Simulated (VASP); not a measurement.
A run of VASP 6.6.1 is set up as follows.

Contents of INCAR:

```
PREC = Normal
ENCUT = 520
EDIFF = 1E-4
ISMEAR = 0
SIGMA = 0.15
LREAL = F
LASPH = T
NELM = 60
ALGO = Fast
ISIF = 3
LWAVE = F
LCHARG = F
GGA = PE
IBRION = 2
NSW = 24
EDIFFG = -0.08
```

KPOINTS

```
Automatic mesh
0
Gamma
  3 3 3
```

The input POSCAR:

```
Ga3BiO4
1.0
    0.0000000000      4.1746140700      4.1746140700
    4.1746140700      0.0000000000      4.1746140700
    4.1746140700      4.1746140700      0.0000000000
Ga Bi O
3 1 4
Direct
    0.2500000000      0.2500000000      0.2500000000
    0.7500000000      0.7500000000      0.7500000000
    0.0000000000      0.0000000000      0.0000000000
    0.5000000000      0.5000000000      0.5000000000
    0.1271405300      0.6185784100      0.1271405300
    0.1271405300      0.1271405300      0.1271405300
    0.6185784100      0.1271405300      0.1271405300
    0.1271405300      0.1271405300      0.6185784100
```

Potentials or basis: VASP PAW PBE potentials, release 64 (Ga_d, Bi_d, O).

Launch:

```sh
$ cat potpaw_PBE.64/Ga_d/POTCAR potpaw_PBE.64/Bi_d/POTCAR potpaw_PBE.64/O/POTCAR > POTCAR
$ mpirun -np 1 vasp_std > vasp.out
```

Question: Estimate the relaxed volume.

Answer: 18.17 Å³/atom.

Question: Estimate the space group after relaxing (to 0.05 Å).

Answer: F-43m (No. 216).

Question: Estimate the relaxed cell.

Answer: a = 5.902 Å, b = 5.902 Å, c = 5.902 Å, α = 60.00°, β = 60.00°, γ = 60.00°.

Question: Predict the band gap on the k mesh.

Answer: None (metal or under the smearing width).

Step by step:
```
step  energy change (eV)  largest force (eV/Å)  pressure (GPa)  volume (Å³)
   1              0.0000                1.4793           -0.15       145.51
   2              0.0820                2.0480            0.27       145.15
   3             -0.0886                0.0017           -0.40       145.36
```

Caveat: the k mesh is coarse (spacing up to 0.43 Å⁻¹), so the values aren't converged; spin-orbit coupling is left out, which moves the levels of the heavy elements; the relaxation stopped at a loose force limit of 0.08 eV/Å, so its end isn't a converged minimum.
